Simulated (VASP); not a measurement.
# SiO2 (Stishovite): excitons from the Bethe-Salpeter equation, part 3 of 4

What does the electron-hole attraction do to the spectrum of SiO2 (Stishovite)? The cell is of the rutile type, one of the forms listed for this formula. The start is a cell from a database of measured crystal structures.

VASP 6.6.1, plane waves and PAW; the level of theory is named at each step.

So far. Step 3 (Empty bands): WAVECAR now holds 112 bands for 32 electrons. Its independent-particle dielectric tensor has xx, yy, zz = 3.4, 3.4, 3.6 on this mesh, which isn't tested for convergence in mesh or bands and lacks local fields. Step 4 (G0W0): GW takes the gap from 5.613 to 8.267 eV. The value holds for 112 bands, ENCUTGW = 100 eV and this mesh, and isn't shown to be converged in them.

## (5) BSE, Tamm-Dancoff

This step: BSE on G0W0 on PBE; plane waves and PAW (Si_GW, O_GW) (VASP 6.6.1).

The Bethe-Salpeter equation adds the screened attraction of electron and hole to the quasiparticle pairs; ANTIRES = 0 leaves out the coupling to antiresonant pairs.

Input file INCAR:

```
SYSTEM = SiO2
PREC = Accurate
ENCUT = 440
ISMEAR = 0
SIGMA = 0.01
LREAL = .FALSE.
GGA = PE
NBANDS = 112
ALGO = BSE
NBANDSO = 4
NBANDSV = 4
OMEGAMAX = 25
NEDOS = 1000
CSHIFT = 0.1
PRECFOCK = Fast
LWAVE = .FALSE.
LCHARG = .FALSE.
ENCUTGW = 100
ANTIRES = 0
```

Input file POSCAR:

```
SiO2
1.0
    4.1773000000      0.0000000000      0.0000000000
    0.0000000000      4.1773000000      0.0000000000
    0.0000000000      0.0000000000      2.6652000000
Si O
2 4
Direct
    0.0000000000      0.0000000000      0.0000000000
    0.5000000000      0.5000000000      0.5000000000
    0.3059000000      0.3059000000      0.0000000000
    0.1941000000      0.8059000000      0.5000000000
    0.6941000000      0.6941000000      0.0000000000
    0.8059000000      0.1941000000      0.5000000000
```

Input file KPOINTS:

```
Automatic mesh
0
Gamma
6 6 8
0 0 0
```

Potentials, in the order of the species: Si_GW and O_GW (PBE family, release 64).

On the command line:

```sh
$ mpirun -np 8 vasp_std
```

What it wrote:

```text
[banner, memory and clock lines left out]
running    8 mpi-ranks, on    1 nodes
 distrk:  each k-point on    8 cores,    1 groups
 distr:  one band on    1 cores,    8 groups

 POSCAR found type information on POSCAR SiO
 POSCAR found :  2 types and       6 ions
|                                                                             |
|           W    W    AA    RRRRR   N    N  II  N    N   GGGG   !!!           |
|           W    W   A  A   R    R  NN   N  II  NN   N  G    G  !!!           |
|           W    W  A    A  R    R  N N  N  II  N N  N  G       !!!           |
|           W WW W  AAAAAA  RRRRR   N  N N  II  N  N N  G  GGG   !            |
|           WW  WW  A    A  R   R   N   NN  II  N   NN  G    G                |
|           W    W  A    A  R    R  N    N  II  N    N   GGGG   !!!           |
|                                                                             |
|     For optimal performance we recommend to set                             |
|       NCORE = 2 up to number-of-cores-per-socket                            |
|     NCORE specifies how many cores store one orbital (NPAR=cpu/NCORE).      |
|     This setting can greatly improve the performance of VASP for DFT.       |
|     The default, NCORE=1 might be grossly inefficient on modern             |
|     multi-core architectures or massively parallel machines. Do your        |
|     Unfortunately you need to use the default for GW and RPA                |
|     calculations (for HF NCORE is supported but not extensively tested      |
|     yet).                                                                   |
|                                                                             |

|                                                                             |
|           W    W    AA    RRRRR   N    N  II  N    N   GGGG   !!!           |
|           W    W   A  A   R    R  NN   N  II  NN   N  G    G  !!!           |
|           W    W  A    A  R    R  N N  N  II  N N  N  G       !!!           |
|           W WW W  AAAAAA  RRRRR   N  N N  II  N  N N  G  GGG   !            |
|           WW  WW  A    A  R   R   N   NN  II  N   NN  G    G                |
|           W    W  A    A  R    R  N    N  II  N    N   GGGG   !!!           |
|                                                                             |
|     The default for ENCUTGWSOFT is different in this version of VASP.       |
|     please manually set ENCUTGWSOFT =100 in the INCAR file.                 |
|                                                                             |

 LDA part: xc-table for (Slater+PW92), standard interpolation
 found WAVECAR, reading the header
 POSCAR, INCAR and KPOINTS ok, starting setup
 FFT: planning ... GRIDC
 FFT: planning ... GRID_SOFT
 FFT: planning ... GRID
 reading WAVECAR
 the WAVECAR file was read successfully
 initial charge from wavefunction
 available memory per node:    141.36 GB, setting MAXMEM to    144751

 The Fermi energy was updated, please check that it is located mid-gap
 values below the HOMO (VB) or above the LUMO (CB) will cause erroneous energies
 E-fermi :  11.1309

 the WAVEDER file was read successfully
 responsefunction array rank=     120

 min. memory requirement per mpi rank    189.5 MB, per node   1515.9 MB

 Doing            0  frequencies on each core in blocks of            0
 Found all WFULLXXXX.tmp files
 reading now WFULL0001.tmp
 reading now WFULL0002.tmp
 reading now WFULL0003.tmp
 reading now WFULL0004.tmp
 reading now WFULL0005.tmp
 reading now WFULL0006.tmp
 reading now WFULL0007.tmp
 reading now WFULL0008.tmp
 reading now WFULL0009.tmp
 reading now WFULL0010.tmp
 reading now WFULL0011.tmp
 reading now WFULL0012.tmp
 reading now WFULL0013.tmp
 reading now WFULL0014.tmp
 reading now WFULL0015.tmp
 reading now WFULL0016.tmp
 reading now WFULL0017.tmp
 reading now WFULL0018.tmp
 reading now WFULL0019.tmp
 reading now WFULL0020.tmp
 reading now WFULL0021.tmp
 reading now WFULL0022.tmp
 reading now WFULL0023.tmp
 reading now WFULL0024.tmp
 reading now WFULL0025.tmp
 reading now WFULL0026.tmp
 reading now WFULL0027.tmp
 reading now WFULL0028.tmp
 reading now WFULL0029.tmp
 reading now WFULL0030.tmp
 reading now WFULL0031.tmp
 reading now WFULL0032.tmp
 reading now WFULL0033.tmp
 reading now WFULL0034.tmp
 reading now WFULL0035.tmp
 reading now WFULL0036.tmp
 reading now WFULL0037.tmp
 reading now WFULL0038.tmp
 reading now WFULL0039.tmp
 reading now WFULL0040.tmp
 reading now WFULL0041.tmp
 reading now WFULL0042.tmp
 reading now WFULL0043.tmp
 reading now WFULL0044.tmp
 reading now WFULL0045.tmp
 reading now WFULL0046.tmp
 reading now WFULL0047.tmp
 reading now WFULL0048.tmp
 reading now WFULL0049.tmp
 reading now WFULL0050.tmp
 parallelization over k-points
 Using distributed matrix
 Using distributed eigensolver
 allocating two-electron 4 orbital integral table    4    4    4    4
 BSE setting up matrix
 available memory per node:    141.15 GB, setting MAXMEM to    144539
 Calculate matrix elements of the BSE Hamiltonian:
 Workload is divided into blocks of two-electron 4 orbital integrals computed in
  parallel.
 Each block/integral has dimensions  of (   4,   4,   4,   4) orbitals
 Total number of blocks/integrals:                41616
 Number of spins:                                     1
 Number of kpoints:                                 288
 Spin channel:                                        1
  Number of blocks of unoccupied bands:               1
  Number of blocks of occupied bands:                 1
 Number of rows/columns of blocks:                  288

                                                        Time (sec)
               Integrals                 Ranks       Real         CPU
  [         1 -       2304/     41616]     8         1.39        0.00
  [      2305 -       4608/     41616]     8         2.82        0.00
  [      4609 -       6912/     41616]     8         4.26        0.00
  [      6913 -       9216/     41616]     8         5.66        0.00
  [      9217 -      11520/     41616]     8         7.20        0.00
  [     11521 -      13824/     41616]     8         8.72        0.00
  [     13825 -      16128/     41616]     8        10.15        0.00
  [     16129 -      18432/     41616]     8        11.60        0.00
  [     18433 -      20736/     41616]     8        12.95        0.00
  [     20737 -      23040/     41616]     8        14.35        0.00
  [     23041 -      25344/     41616]     8        15.90        0.00
  [     25345 -      27648/     41616]     8        17.38        0.00
  [     27649 -      29952/     41616]     8        18.85        0.00
  [     29953 -      32256/     41616]     8        20.25        0.00
  [     32257 -      34560/     41616]     8        21.70        0.00
  [     34561 -      36864/     41616]     8        23.13        0.00
  [     36865 -      39168/     41616]     8        24.49        0.00
  [     39169 -      41472/     41616]     8        25.98        0.00
  [     41473 -      41616/     41616]     8        26.15        0.00

 BSE redistributing all elements
 BSE diagonalizing matrix PDSYEVX_ZHEEVX_DESC
 BSE calculating oscillator strength
```

Elapsed: 50 s, on 8 MPI ranks of Intel Xeon Platinum 8559C (Emerald Rapids), shared host; peak memory 3.8 GiB.

From OUTCAR (step 5):

```text
   NELECT =      32.0000    total number of electrons

 E-fermi :  11.1309

[... 9 parts as in an earlier step ...]

[... 1 further part left out ...]
```

Numbers from this step:

```
lowest excitation                     : 7.696 eV
direct gap less the lowest excitation : 0.5713 eV
```

The imaginary dielectric function has structure finer than the step of the table below, so its rows give means over 0.5 eV, whole bins alone (the curve runs from 0 to 25 eV). Peaks (eV: height): xx 9.13: 1.73, 9.58: 2.20, 10.01: 1.95, 10.34: 1.86, 11.26: 2.49, 13.59: 1.79, 14.46: 2.10; zz 10.26: 2.78, 10.71: 1.93, 11.71: 3.76, 12.76: 3.77, 13.34: 2.94, 13.84: 2.89, 15.14: 1.87.

From 4 filled and 4 empty bands alone, without any pair above OMEGAMAX = 25 eV, so strength is missing wherever others contribute; lines are broadened by CSHIFT, which also makes the tail under the first line. The imaginary dielectric function by photon energy; means over each step:

```
photon energy (eV)       xx       zz
               0.5   4.6e-4   3.8e-4
               1.0   9.4e-4   7.8e-4
               1.5  0.00144  0.00118
               2.0  0.00198  0.00158
               2.5  0.00259  0.00204
               3.0  0.00331  0.00253
               3.5  0.00411  0.00312
               4.0  0.00507  0.00377
               4.5  0.00627  0.00452
               5.0  0.00783  0.00547
               5.5  0.00989  0.00658
               6.0   0.0128  0.00801
               6.5   0.0173  0.00984
               7.0   0.0251   0.0123
               7.5   0.0415   0.0158
               8.0    0.106   0.0212
               8.5    0.784   0.0302
               9.0     1.11   0.0496
               9.5     1.42    0.114
              10.0     1.39    0.826
              10.5     1.31     1.71
              11.0     1.72    0.939
              11.5     1.79     1.59
              12.0     1.43     2.56
              12.5     1.27     2.78
              13.0     1.16     2.12
              13.5     1.55     2.12
              14.0     1.54     2.60
              14.5     1.79     2.20
              15.0     1.30     1.56
              15.5    0.717    0.829
              16.0    0.417    0.393
              16.5    0.607    0.507
              17.0    0.267    0.211
              17.5    0.117    0.102
              18.0   0.0653   0.0363
              18.5   0.0438   0.0235
              19.0   0.0274   0.0152
              19.5   0.0116   0.0114
              20.0  0.00977  0.00925
              20.5  0.00946  0.00773
              21.0  0.00602  0.00657
              21.5  0.00506  0.00566
              22.0  0.00436  0.00494
              22.5  0.00382  0.00435
              23.0  0.00336  0.00386
              23.5  0.00301  0.00346
              24.0  0.00269  0.00309
              24.5  0.00243  0.00279
```

Some of the lowest 40 states alone, with states under 2.5 meV apart joined, scaled to the strongest line shown. Exciton lines, with heights relative to the strongest:

```
position (eV)  lines merged  oscillator strength
        7.696             1                  0.0
        8.335             1                  0.0
        8.499             2                   19
        8.517             1                  0.0
        8.555             1                  0.0
        8.562             2                   50
        8.802             1                  0.0
        8.831             1                  0.0
        8.970             1                  0.0
        9.007             3                   33
        9.066             1                  0.0
        9.127             2                   61
        9.139             2                  0.1
        9.179             1                  0.0
        9.184             2                  0.0
        9.278             1                  0.0
        9.319             1                  0.0
        9.373             2                  8.6
        9.392             4                  0.2
        9.439             2                  0.7
        9.554             2                  100
        9.609             1                  0.0
```

The lowest excitation lies at 7.696 eV, -571 meV against the direct gap of these orbitals. It is dark; the first state with over 2 % of the strongest strength among the lowest 40 lies at 8.499 eV. No second mesh in this session tests these energies, peaks and heights.

## (6) Without the electron-hole attraction

This step: BSE on G0W0 on PBE, without the electron-hole attraction; plane waves and PAW (Si_GW, O_GW) (VASP 6.6.1).

LADDER = .FALSE. removes the attraction and keeps the local fields, which shows what the attraction does.

INCAR, as its differences from that of step 5:

```diff
@@ -19 +19,2 @@
 ANTIRES = 0
+LADDER = .FALSE.
```

POSCAR is that of step 5.

KPOINTS is that of step 5.

On the command line:

```sh
$ mpirun -np 8 vasp_std
```

What it wrote:

```text
[banner, memory and clock lines left out]
 LDA part: xc-table for (Slater+PW92), standard interpolation
 found WAVECAR, reading the header
 POSCAR, INCAR and KPOINTS ok, starting setup
 FFT: planning ... GRIDC
 FFT: planning ... GRID_SOFT
 FFT: planning ... GRID
 reading WAVECAR
 the WAVECAR file was read successfully
 initial charge from wavefunction
 available memory per node:    141.32 GB, setting MAXMEM to    144716

 Doing            0  frequencies on each core in blocks of            0
 parallelization over k-points
 Using distributed matrix
 Using distributed eigensolver
 allocating two-electron 4 orbital integral table    4    4    4    4
 BSE setting up matrix
 available memory per node:    141.19 GB, setting MAXMEM to    144576
 Calculate matrix elements of the BSE Hamiltonian:
 Workload is divided into blocks of two-electron 4 orbital integrals computed in
  parallel.
 Each block/integral has dimensions  of (   4,   4,   4,   4) orbitals
 Total number of blocks/integrals:                41616
 Number of spins:                                     1
 Number of kpoints:                                 288
 Spin channel:                                        1
  Number of blocks of unoccupied bands:               1
  Number of blocks of occupied bands:                 1
 Number of rows/columns of blocks:                  288

                                                        Time (sec)
               Integrals                 Ranks       Real         CPU
  [         1 -       2304/     41616]     8         0.87        0.00
  [      2305 -       4608/     41616]     8         1.72        0.00
  [      4609 -       6912/     41616]     8         2.56        0.00
  [      6913 -       9216/     41616]     8         3.40        0.00
  [      9217 -      11520/     41616]     8         4.21        0.00
  [     11521 -      13824/     41616]     8         5.05        0.00
  [     13825 -      16128/     41616]     8         5.88        0.00
  [     16129 -      18432/     41616]     8         6.68        0.00
  [     18433 -      20736/     41616]     8         7.52        0.00
  [     20737 -      23040/     41616]     8         8.34        0.00
  [     23041 -      25344/     41616]     8         9.15        0.00
  [     25345 -      27648/     41616]     8         9.98        0.00
  [     27649 -      29952/     41616]     8        10.80        0.00
  [     29953 -      32256/     41616]     8        11.70        0.00
  [     32257 -      34560/     41616]     8        12.51        0.00
  [     34561 -      36864/     41616]     8        13.37        0.00
  [     36865 -      39168/     41616]     8        14.22        0.00
  [     39169 -      41472/     41616]     8        15.05        0.00
  [     41473 -      41616/     41616]     8        15.15        0.00

[... 7 parts as in an earlier step ...]
```

Run time: 26 s. Hardware: 8 MPI ranks; peak memory 3 GiB.

From OUTCAR (step 6):

```text
   NELECT =      32.0000    total number of electrons

 E-fermi :  11.1309

[... 9 parts as in an earlier step ...]

[... 1 further part left out ...]
```

Numbers from this step:

```
lowest excitation : 8.268 eV
```

The imaginary dielectric function has structure finer than the step of the table below, so its rows give means over 1 eV, whole bins alone (the curve runs from 0 to 25 eV). Peaks (eV: height): xx 11.1: 0.852, 13.1: 2.83, 14.0: 2.03, 15.6: 2.79, 17.0: 1.32; zz 11.3: 1.02, 13.0: 2.12, 13.4: 3.32, 13.9: 2.62, 14.8: 3.19, 16.0: 3.98.

From 4 filled and 4 empty bands alone, without any pair above OMEGAMAX = 25 eV, so strength is missing wherever others contribute; lines are broadened by CSHIFT, which also makes the tail under the first line. Table of imaginary dielectric function by photon energy; means over each step:

```
photon energy (eV)       xx       zz
                 1   5.7e-4   5.2e-4
                 2  0.00118  0.00108
                 3  0.00188  0.00171
                 4  0.00276  0.00248
                 5  0.00395  0.00344
                 6  0.00570  0.00478
                 7  0.00868  0.00674
                 8   0.0159  0.00999
                 9    0.112   0.0166
                10    0.341   0.0434
                11    0.663    0.499
                12    0.872    0.575
                13     1.99     1.92
                14     1.79     2.02
                15     1.99     2.42
                16     2.03     2.86
                17    0.832    0.991
                18    0.295    0.272
                19   0.0685   0.0389
                20   0.0196   0.0178
                21   0.0122   0.0112
                22  0.00701  0.00781
                23  0.00514  0.00579
                24  0.00396  0.00446
```

The lowest excitation lies at 8.268 eV, +573 meV against the Tamm-Dancoff singlet. It is dark; the first state with over 2 % of the strongest strength among the lowest 40 lies at 9.026 eV. No second mesh in this session tests these energies, peaks and heights.

(Part 3 of 4 ends here.)

[Lines on the potential files, build, host, timing and source positions are cut from VASP's logs without a mark.]

[Logs are printed without paths, hosts, clocks, repeated set-up lines and the standing remarks that a program may print on its own settings, such as how far it seeks lower states.]

[Hosts, paths, dates, database ids (printed as entryN), source tags and the programs' standing remarks are cut or masked in the printed files.]

[Pressures printed for these runs are not shown converged in the cutoff: they can be off by several GPa and have the wrong sign.]
